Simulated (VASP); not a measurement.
# Quasi-harmonic expansion of Cu (Copper) (Fm-3m), part 6 of 6

Wanted: volume, bulk modulus and heat capacity of Cu (Copper) against temperature. The start is a cell from a database of measured crystal structures.

VASP 6.6.1; PBEsol; plane waves and PAW (Cu).

So far. Step 10 (Static energy at fixed volume, volume scale 0.98): Little changed from the start: no atom moved by 0.005 Å and no cell edge by 0.1 %.

**14. Static energy at fixed volume, volume scale 1.08**

System of this step: Cu (Copper). The structure is cubic, space group Fm-3m (No. 225). Conventional cell: a = 3.657 Å, b = 3.657 Å, c = 3.657 Å, α = 90.00°, β = 90.00°, γ = 90.00°. Nearest to Cu lie 12 Cu at 2.59 Å.

INCAR reads:

```
SYSTEM = Cu
PREC = Accurate
ENCUT = 400
EDIFF = 1E-08
NELM = 100
ISMEAR = 1
SIGMA = 0.15
LREAL = .FALSE.
ALGO = Normal
GGA = PS
NBANDS = 11
LASPH = .TRUE.
LORBIT = 11
LWAVE = .FALSE.
LCHARG = .FALSE.
KPAR = 16
IBRION = 2
NSW = 30
ISIF = 4
EDIFFG = -0.002
```

POSCAR reads:

```
Cu
1.0
    0.0000000000      1.8283193438      1.8283193438
    1.8283193438      0.0000000000      1.8283193438
    1.8283193438      1.8283193438      0.0000000000
Cu
1
Direct
    0.0000000000      0.0000000000      0.0000000000
```

KPOINTS reads:

```
Automatic mesh
0
Gamma
16 16 16
0 0 0
```

The projector-augmented-wave data sets are Cu (PBE family, release 64).

Run with:

```sh
mpirun -np 16 vasp_std
```

Output:

```text
[... set-up lines as in an earlier step ...]
 entering main loop
       N       E                     dE             d eps       ncg     rms          rms(c)
DAV:   1     0.357721877978E+02    0.35772E+02   -0.46504E+03  3438   0.136E+03
DAV:   2    -0.448717713293E+01   -0.40259E+02   -0.37567E+02  3256   0.184E+02
DAV:   3    -0.533757543474E+01   -0.85040E+00   -0.84522E+00  3653   0.339E+01
DAV:   4    -0.534306830852E+01   -0.54929E-02   -0.54919E-02  3592   0.239E+00
[...]
DAV:  12    -0.428104355007E+01    0.49978E-07   -0.45005E-08  2685   0.397E-03    0.834E-05
DAV:  13    -0.428104357093E+01   -0.20860E-07   -0.15261E-09  2039   0.475E-04    0.132E-05
DAV:  14    -0.428104357256E+01   -0.16305E-08   -0.20975E-10  1838   0.192E-04
   1 F= -.42810436E+01 E0= -.42810146E+01  d E =-.428104E+01
[...]
reached required accuracy - stopping structural energy minimisation
```

Run time: 1.8 s. Hardware: 16 MPI ranks of AMD EPYC 9R45, shared host; peak memory 1.5 GiB.

OUTCAR, selected parts (step 14):

```text
  Total       -0.8192140     -0.8192140     -0.8192140      0.0000000      0.0000000     -0.0000000
  in kB     -107.3796033   -107.3796033   -107.3796033      0.0000000      0.0000000     -0.0000000
  external PRESSURE =    -107.3796033 kB  Pullay stress =       0.0000000 kB

 POSITION                                       TOTAL-FORCE (eV/Angst)
 -----------------------------------------------------------------------------------
      0.00000      0.00000      0.00000        -0.000000     -0.000000      0.000000
 -----------------------------------------------------------------------------------
    total drift:                                0.000000     -0.000000      0.000000

  FREE ENERGIE OF THE ION-ELECTRON SYSTEM (eV)
  ---------------------------------------------------
  free  energy   TOTEN  =        -4.2810435726 eV

  energy  without entropy=       -4.2809565974  energy(sigma->0) =       -4.28101458

[... 2 parts as in an earlier step ...]

[... 2 further parts left out ...]
[key lines of the parts left out:]
E-fermi :   6.9223
```

**15. Side by side**

Times are for 16 MPI ranks of AMD EPYC 9R45, shared host. Results by setting:

```tsv
no.	volume scale	energy at zero smearing (eV)	pressure (GPa)	time	memory (GiB)
1	0.98	-4.305	3.515	1.6 s	1.4
2	1	-4.309	-0.04901	1.4 s	1.4
3	1.02	-4.308	-3.218	2 s	1.6
4	1.04	-4.303	-6.034	1.8 s	1.6
5	1.06	-4.293	-8.527	1.8 s	1.6
6	1.08	-4.281	-10.74	1.8 s	1.5
```

**16. Force constants in the supercell, volume scale 1.08**

System of this step: Cu (Copper). The cell holds 64 atoms: 64 Cu. Cell: a = 10.343 Å, b = 10.343 Å, c = 10.343 Å, α = 60.0°, β = 60.0°, γ = 60.0°. It derives from Cu (Copper), repeated 4×4×4.

INCAR reads:

```
SYSTEM = Cu
PREC = Accurate
ENCUT = 400
EDIFF = 1E-07
NELM = 100
ISMEAR = 1
SIGMA = 0.15
LREAL = Auto
ALGO = Normal
GGA = PS
LASPH = .TRUE.
LWAVE = .FALSE.
LCHARG = .FALSE.
KPAR = 16
IBRION = 6
NSW = 1
NFREE = 2
POTIM = 0.015
ISIF = 0
ADDGRID = .TRUE.
```

POSCAR reads:

```
Cu
1.0
    0.0000000000      7.3132773752      7.3132773752
    7.3132773752      0.0000000000      7.3132773752
    7.3132773752      7.3132773752      0.0000000000
Cu
64
Direct
    0.0000000000      0.0000000000      0.0000000000
    0.0000000000      0.0000000000      0.2500000000
    0.0000000000      0.0000000000      0.5000000000
    0.0000000000      0.0000000000      0.7500000000
    0.0000000000      0.2500000000      0.0000000000
    0.0000000000      0.2500000000      0.2500000000
    0.0000000000      0.2500000000      0.5000000000
    0.0000000000      0.2500000000      0.7500000000
    0.0000000000      0.5000000000      0.0000000000
    0.0000000000      0.5000000000      0.2500000000
    0.0000000000      0.5000000000      0.5000000000
    0.0000000000      0.5000000000      0.7500000000
    0.0000000000      0.7500000000      0.0000000000
    0.0000000000      0.7500000000      0.2500000000
    0.0000000000      0.7500000000      0.5000000000
    0.0000000000      0.7500000000      0.7500000000
    0.2500000000      0.0000000000      0.0000000000
    0.2500000000      0.0000000000      0.2500000000
    0.2500000000      0.0000000000      0.5000000000
    0.2500000000      0.0000000000      0.7500000000
    0.2500000000      0.2500000000      0.0000000000
    0.2500000000      0.2500000000      0.2500000000
    0.2500000000      0.2500000000      0.5000000000
    0.2500000000      0.2500000000      0.7500000000
    0.2500000000      0.5000000000      0.0000000000
    0.2500000000      0.5000000000      0.2500000000
    0.2500000000      0.5000000000      0.5000000000
    0.2500000000      0.5000000000      0.7500000000
    0.2500000000      0.7500000000      0.0000000000
    0.2500000000      0.7500000000      0.2500000000
    0.2500000000      0.7500000000      0.5000000000
    0.2500000000      0.7500000000      0.7500000000
    0.5000000000      0.0000000000      0.0000000000
    0.5000000000      0.0000000000      0.2500000000
    0.5000000000      0.0000000000      0.5000000000
    0.5000000000      0.0000000000      0.7500000000
    0.5000000000      0.2500000000      0.0000000000
    0.5000000000      0.2500000000      0.2500000000
    0.5000000000      0.2500000000      0.5000000000
    0.5000000000      0.2500000000      0.7500000000
    0.5000000000      0.5000000000      0.0000000000
    0.5000000000      0.5000000000      0.2500000000
    0.5000000000      0.5000000000      0.5000000000
    0.5000000000      0.5000000000      0.7500000000
    0.5000000000      0.7500000000      0.0000000000
    0.5000000000      0.7500000000      0.2500000000
    0.5000000000      0.7500000000      0.5000000000
    0.5000000000      0.7500000000      0.7500000000
    0.7500000000      0.0000000000      0.0000000000
    0.7500000000      0.0000000000      0.2500000000
    0.7500000000      0.0000000000      0.5000000000
    0.7500000000      0.0000000000      0.7500000000
    0.7500000000      0.2500000000      0.0000000000
    0.7500000000      0.2500000000      0.2500000000
    0.7500000000      0.2500000000      0.5000000000
    0.7500000000      0.2500000000      0.7500000000
    0.7500000000      0.5000000000      0.0000000000
    0.7500000000      0.5000000000      0.2500000000
    0.7500000000      0.5000000000      0.5000000000
    0.7500000000      0.5000000000      0.7500000000
    0.7500000000      0.7500000000      0.0000000000
    0.7500000000      0.7500000000      0.2500000000
    0.7500000000      0.7500000000      0.5000000000
    0.7500000000      0.7500000000      0.7500000000
```

KPOINTS reads:

```
Automatic mesh
0
Gamma
4 4 4
0 0 0
```

Run with:

```sh
mpirun -np 16 vasp_std
```

Output:

```text
[... set-up lines as in an earlier step ...]
 entering main loop
       N       E                     dE             d eps       ncg     rms          rms(c)
DAV:   1     0.735431965026E+04    0.73543E+04   -0.22764E+05  6752   0.245E+03
DAV:   2     0.113494197739E+04   -0.62194E+04   -0.60240E+04  6752   0.584E+02
DAV:   3    -0.215967606073E+03   -0.13509E+04   -0.12555E+04  6752   0.283E+02
DAV:   4    -0.338744163915E+03   -0.12278E+03   -0.11371E+03  7120   0.114E+02
[...]
DAV:  15    -0.274023367617E+03    0.12918E-06   -0.28481E-08  3680   0.801E-04    0.347E-04
DAV:  16    -0.274023367441E+03    0.17689E-06   -0.11667E-08  3664   0.321E-04    0.124E-05
DAV:  17    -0.274023367454E+03   -0.12980E-07   -0.37585E-09  3640   0.224E-04
   1 F= -.27402337E+03 E0= -.27402151E+03  d E =-.556909E-02
 Found     1 degrees of freedom:
 Finite differences POTIM= 0.01500 DOF=   1
[...]
N       E                     dE             d eps       ncg     rms          rms(c)
DAV:   1    -0.274020906064E+03    0.24614E-02   -0.12747E+00 11246   0.179E+00    0.688E-02
[...]
DAV:   9    -0.274022757123E+03    0.10780E-06   -0.96397E-07 14544   0.793E-03    0.122E-03
DAV:  10    -0.274022757082E+03    0.41618E-07   -0.10984E-07  6474   0.390E-03
   2 F= -.27402276E+03 E0= -.27402090E+03  d E =-.557041E-02
 Finite differences progress:
  Degree of freedom:   1/  1
  Displacement:        1/  2
  Total:               1/  2
[...]
N       E                     dE             d eps       ncg     rms          rms(c)
DAV:   1    -0.274015768947E+03    0.69882E-02   -0.44408E+00 11228   0.329E+00    0.144E-01
DAV:   2    -0.274023342948E+03   -0.75740E-02   -0.79291E-02 16696   0.102E+00    0.200E-01
DAV:   3    -0.274023134701E+03    0.20825E-03   -0.32396E-03 11672   0.545E-01    0.122E-01
DAV:   4    -0.274023005199E+03    0.12950E-03   -0.57455E-04 11856   0.136E-01    0.101E-01
[...]
DAV:   8    -0.274022757944E+03    0.87135E-06   -0.84741E-06 11920   0.274E-02    0.748E-03
DAV:   9    -0.274022757159E+03    0.78490E-06   -0.47846E-06 18576   0.172E-02    0.227E-03
DAV:  10    -0.274022757081E+03    0.77998E-07   -0.62037E-07 11688   0.771E-03
   3 F= -.27402276E+03 E0= -.27402090E+03  d E =-.557010E-02
 Finite differences progress:
  Degree of freedom:   1/  1
  Displacement:        2/  2
  Total:               2/  2
```

It took 18 min on 16 MPI ranks; peak memory 53 GiB; 4.9 h of CPU time.

From OUTCAR (step 16):

```text
 POSITION                                       TOTAL-FORCE (eV/Angst)
 -----------------------------------------------------------------------------------
     -0.01500      0.00000      0.00000         0.081795      0.000000      0.000000
      1.82832      1.82832      0.00000        -0.009569     -0.010306      0.000000
      3.65664      3.65664      0.00000         0.000012     -0.000058      0.000000
      5.48496      5.48496      0.00000        -0.010090     -0.011005      0.000000
      1.82832      0.00000      1.82832        -0.009569      0.000000     -0.010306
      3.65664      1.82832      1.82832        -0.000534     -0.000299     -0.000299
      5.48496      3.65664      1.82832        -0.000200     -0.000315      0.000161
      7.31328      5.48496      1.82832         0.000825      0.000024     -0.000024
      3.65664      0.00000      3.65664         0.000012      0.000000     -0.000058
      5.48496      1.82832      3.65664        -0.000200      0.000161     -0.000315
      7.31328      3.65664      3.65664        -0.000028      0.000000      0.000000
      9.14160      5.48496      3.65664        -0.000208      0.000173     -0.000283
      5.48496      0.00000      5.48496        -0.010090      0.000000     -0.011005
      7.31328      1.82832      5.48496         0.000825     -0.000024      0.000024
[...]
-----------------------------------------------------------------------------------
    total drift:                                0.000360     -0.000000     -0.000000

  FREE ENERGIE OF THE ION-ELECTRON SYSTEM (eV)
  ---------------------------------------------------
  free  energy   TOTEN  =      -274.0227570812 eV

  energy  without entropy=     -274.0171869822  energy(sigma->0) =     -274.02090038

[... 1 part as in an earlier step ...]

[... 2 further parts left out ...]
[key lines of the parts left out:]
E-fermi :   6.9222
```

Vibrational free energy against temperature:

temperature (K), vibrational free energy (meV/atom) and a bar from the least value:
```
        0         27 ##############################
       40         27 ##############################
       80         25 ##############################
      120         20 ##############################
      160         13 #############################
      200          3 #############################
      240         -9 ############################
      280        -22 ############################
      320        -37 ###########################
      360        -52 ##########################
      400        -69 #########################
      440        -88 ########################
      480       -106 #######################
      520       -126 ######################
      560       -147 #####################
      600       -168 ####################
      640       -190 ###################
      680       -213 ##################
      720       -236 #################
      760       -260 ################
      800       -284 ###############
      840       -309 #############
      880       -334 ############
      920       -360 ###########
      960       -387 ##########
     1000       -413 ########
     1040       -440 #######
     1080       -468 ######
     1120       -496 ####
     1160       -524 ###
     1200       -553 #
     1240       -582
```

**17. Comparing the runs**

Times are for 16 MPI ranks of AMD EPYC 9R45, shared host. The series side by side:

```tsv
no.	volume scale	free energy 300 (meV/atom)	zero point energy (meV/atom)	highest frequency (cm⁻¹)	time	memory (GiB)
1	0.98	-12.33	33.73	276.0	20 min	50
2	1	-15.57	32.39	263.6	21 min	51
3	1.02	-19.17	30.98	251.2	20 min	51
4	1.04	-22.56	29.69	239.3	20 min	52
5	1.06	-25.84	28.48	228.2	19 min	53
6	1.08	-29.04	27.33	217.3	18 min	53
```

The runs together. The vibrational free energy by temperature; values in meV/atom:

```tsv
temperature (K)	0.98	1	1.02	1.04	1.06	1.08
0	33.7	32.4	31.0	29.7	28.5	27.3
40	33.6	32.3	30.9	29.5	28.3	27.2
80	32.3	30.9	29.3	27.9	26.5	25.2
160	22.9	20.9	18.7	16.6	14.7	12.8
200	14.9	12.6	10.0	7.60	5.28	3.02
240	5.15	2.47	-0.504	-3.30	-5.99	-8.62
280	-6.15	-9.21	-12.6	-15.8	-18.9	-21.9
360	-32.7	-36.5	-40.8	-44.8	-48.7	-52.4
400	-47.7	-51.9	-56.6	-61.0	-65.3	-69.5
440	-63.7	-68.3	-73.4	-78.2	-82.9	-87.5
480	-80.6	-85.6	-91.2	-96.4	-101	-106
560	-117	-123	-129	-135	-141	-147
600	-136	-142	-149	-156	-162	-168
640	-156	-163	-170	-177	-184	-190
680	-177	-184	-191	-199	-206	-213
760	-219	-227	-236	-244	-252	-260
800	-242	-250	-259	-268	-276	-284
840	-265	-273	-283	-292	-301	-309
880	-288	-297	-307	-316	-325	-334
960	-336	-346	-356	-367	-377	-387
1000	-360	-371	-382	-393	-403	-413
1040	-385	-396	-408	-419	-430	-440
1080	-411	-422	-434	-446	-457	-468
1160	-463	-475	-488	-500	-512	-524
1200	-489	-501	-515	-528	-540	-553
1240	-516	-529	-543	-556	-569	-582
```

**18. Thermal expansion**

This step: quasi-harmonic approximation, PBEsol, no electronic free energy; plane waves and PAW (VASP 6.6.1).

At each temperature the sum of static and vibrational free energy is fitted against volume; its minimum is the volume at that temperature.

No new run; the numbers come from the runs before.

Numbers from this step:

* volume expansion 300: 46.31 1e-6/K
* volume 300: 11.55 Å³/atom
* bulk modulus 300: 153.4 GPa
* heat capacity p 300: 24.26 J/K/mol of atoms
* static volume: 11.38 Å³/atom

Volume against temperature:

temperature (K), volume (Å³/atom) and a bar from the least value:
```
        0       11.4 
       40       11.4 
       60       11.4 
      100       11.5 #
      140       11.5 ##
      160       11.5 ##
      200       11.5 ###
      240       11.5 ####
      280       11.5 ######
      300       11.6 ######
      340       11.6 #######
      380       11.6 #########
      400       11.6 #########
      440       11.6 ###########
      480       11.7 ############
      500       11.7 #############
      540       11.7 ##############
      580       11.7 ###############
      600       11.7 ################
      640       11.7 ##################
      680       11.8 ###################
      700       11.8 ####################
      740       11.8 #####################
      780       11.8 #######################
      820       11.9 ########################
      840       11.9 #########################
      880       11.9 ##########################
      920       11.9 ############################
      940       11.9 ############################
      980       12.0 ##############################
```

Table of volume expansion coefficient by temperature:

temperature (K), volume expansion coefficient (1e-6/K) and a bar from the least value:
```
       40        7.8 
       80       22.1 #########
      100       28.7 #############
      140       36.5 ##################
      160       38.9 ####################
      200       42.3 ######################
      240       44.3 #######################
      260       45.1 ########################
      300       46.3 ########################
      340       47.3 #########################
      360       47.7 #########################
      400       48.4 ##########################
      420       48.7 ##########################
      460       49.3 ##########################
      500       49.8 ###########################
      520       50.1 ###########################
      560       50.6 ###########################
      600       51.1 ###########################
      620       51.3 ############################
      660       51.8 ############################
      680       52.0 ############################
      720       52.4 ############################
      760       52.9 #############################
      780       53.1 #############################
      820       53.5 #############################
      860       54.0 #############################
      880       54.2 #############################
      920       54.6 ##############################
      940       54.8 ##############################
      980       55.2 ##############################
```

The isothermal bulk modulus by temperature:

temperature (K), isothermal bulk modulus (GPa) and a bar from the least value:
```
        0        160 ##############################
       20        161 ##############################
       60        160 ##############################
       80        160 #############################
      100        159 #############################
      140        158 ###########################
      160        158 ###########################
      180        157 ##########################
      220        156 #########################
      240        155 ########################
      260        155 ########################
      300        153 ######################
      320        153 ######################
      340        152 #####################
      380        151 ####################
      400        150 ###################
      420        150 ##################
      460        149 #################
      480        148 ################
      500        147 ################
      520        147 ###############
      560        146 ##############
      580        145 #############
      600        144 ############
      640        143 ###########
      660        143 ##########
      680        142 ##########
      720        141 #########
      740        140 ########
      760        140 #######
      800        138 ######
      820        138 #####
      840        137 #####
      880        136 ###
      900        135 ###
      920        135 ##
      960        134 #
      980        133
```

Table of heat capacity by temperature; values in J/K/mol of atoms:

```tsv
temperature (K)	Cp	Cv
0	0	0
20	0.413	0.413
60	8.25	8.23
80	12.5	12.4
100	15.6	15.5
140	19.5	19.3
160	20.7	20.5
180	21.6	21.3
220	22.9	22.4
240	23.3	22.8
260	23.7	23.1
300	24.3	23.6
320	24.5	23.7
340	24.7	23.9
380	25.0	24.1
400	25.2	24.2
420	25.3	24.2
460	25.5	24.4
480	25.6	24.4
500	25.7	24.5
520	25.8	24.5
560	26.0	24.6
580	26.1	24.6
600	26.2	24.6
640	26.4	24.7
660	26.5	24.7
680	26.5	24.7
720	26.7	24.7
740	26.8	24.7
760	26.9	24.7
800	27.0	24.8
820	27.1	24.8
840	27.2	24.8
880	27.3	24.8
900	27.4	24.8
920	27.5	24.8
960	27.6	24.8
980	27.7	24.8
```

**19. Outcome**

| Item | Value |
| --- | --- |
| volume expansion at 300 K | 46.3 1e-6/K |
| volume at 300 K | 11.6 Å³/atom |
| bulk modulus at 300 K | 153 GPa |
| heat capacity at constant pressure, 300 K | 24.3 J/K/mol of atoms |

What this shows: The volume grows by 46.3 millionths per kelvin at 300 K, and lies 1.5 % above the static minimum there. The vibrational free energies scatter by 0.08 meV/atom about their fit near 300 K. A fit linear in ln V would give 46.4 millionths per kelvin and 154 GPa at 300 K, which shows how far the choice of fit matters. Phonon-phonon terms beyond the change with volume and the electrons' free energy are left out, and the supercell is small, so the curves are least sure at high temperature.

[Lines on the potential files, build, host, timing and source positions are cut from VASP's logs without a mark.]

[Logs are printed without paths, hosts, clocks, repeated set-up lines and the standing remarks that a program may print on its own settings, such as how far it seeks lower states.]

[Hosts, paths, dates, database ids (printed as entryN), source tags and the programs' standing remarks are cut or masked in the printed files.]

[In band tables of VASP the shares of atoms and orbitals are scaled to a sum of 1 inside the atoms' spheres.]
